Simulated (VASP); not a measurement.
Here is the system:

```
CELL_PARAMETERS angstrom
     -2.56106     2.56106     5.79606
      2.56106    -2.56106     5.79606
      2.56106     2.56106    -5.79606
ATOMIC_POSITIONS crystal
  V  0.49980 0.50047 0.00369
  V  0.25201 0.75529 0.50658
  Bi 0.00219 0.00210 0.00210
  Bi 0.74492 0.24888 0.49768
  O  0.17155 0.55696 0.88979
  O  0.31362 0.91710 0.89097
  O  0.67723 0.27966 0.11318
  O  0.03359 0.42440 0.11404
  O  0.57211 0.68817 0.60163
  O  0.43759 0.32803 0.60202
  O  0.07759 0.96859 0.38793
  O  0.71781 0.83035 0.39038
```

The numbers are results of PBEsol GGA, VASP's PBE PAW potentials (set 64) (plane waves; VASP 6.6.1), not measurements. Settings: 240 eV cut-off, 1×1×1 Γ-centred mesh shifted by (0.5, 0.5, 0.5), Gaussian smearing of 0.050 eV, potentials V_sv Bi_d O.

At this cut-off the stress carries a Pulay error, which pulls relaxed volumes low. Energy and stress use the plane-wave basis of the starting cell.

### Question
The ions, cell shape and volume are relaxed. Predict the relaxed structure.

### Answer

```
CELL_PARAMETERS angstrom
     -2.33961     2.33972     5.26230
      2.33919    -2.34002     5.26217
      2.33924     2.33959    -5.26232
ATOMIC_POSITIONS crystal
  V  0.49999 0.49991 0.00021
  V  0.25025 0.75025 0.50026
  Bi 0.00015 0.00017 0.00025
  Bi 0.74994 0.25018 0.50019
  O  0.16887 0.58028 0.92928
  O  0.33059 0.90065 0.91136
  O  0.65034 0.23885 0.06966
  O  0.98971 0.41941 0.08926
  O  0.58067 0.66945 0.56951
  O  0.41988 0.34964 0.58930
  O  0.09890 0.01048 0.42935
  O  0.76070 0.83073 0.41136
```
Space group I4_1/a (88), at a tolerance of 0.03 Å.

### Question
How do energy and volume change from the first to the last step?

### Answer
The energy (σ→0) changes by -1130.7 meV/atom and the volume by -24.2 %, in 35 ionic steps.

```
step  E(σ→0) (eV)  max force (eV/Å)  pressure (GPa)  volume (Å³)
----  -----------  ----------------  --------------  -----------
1       -100.0056             1.355         -101.64       152.07
2        388.2082           141.603         4699.34        34.87
3       -108.9117             4.113          -51.36       133.34
4       -110.4345             5.138          -31.09       127.58
5       -111.2199             6.778            1.64       119.86
6       -107.9241            18.744           32.26       109.58
7       -112.7509             2.834            5.17       116.18
8       -112.2536             4.746          -16.20       119.12
9       -112.9843             1.048           -3.41       117.19
10      -113.1907             1.243            1.07       115.75
11      -113.2086             1.836            2.92       115.19
12      -113.3364             0.884            2.50       115.11
13      -113.4013             0.802            2.07       114.99
14      -113.4837             0.561           -0.20       115.47
15      -113.5208             0.656           -3.00       116.09
16      -113.5536             0.408            0.44       115.30
17      -113.5544             0.439            1.04       115.17
18      -113.5676             0.200            0.10       115.21
19      -113.5680             0.274           -0.04       115.22
20      -113.5708             0.154           -0.21       115.22
21      -113.5709             0.171           -0.24       115.22
22      -113.5725             0.072            0.28       115.13
23      -113.5725             0.092            0.35       115.11
24      -113.5729             0.046           -0.09       115.22
25      -113.5729             0.049           -0.10       115.22
```

The structure comes from a computed database's VBiO4 entry; how it stands against other phases isn't given here. In the starting cell atoms are displaced from their ideal sites. This run relaxes it. The k-mesh is coarse (spacing up to 1.90 per Å, 2π included), so the numbers may not be converged in it. The run is one of a series of settings (EDIFFG = -0.01, ENCUT = 240, IBRION = 2, ISIF = 3, NSW = 50, KPOINTS 1×1×1 Γ-centred mesh shifted by (0.5, 0.5, 0.5) against the base run), some of them coarse on purpose. The run is not spin-polarised, so no magnetic state was tried.
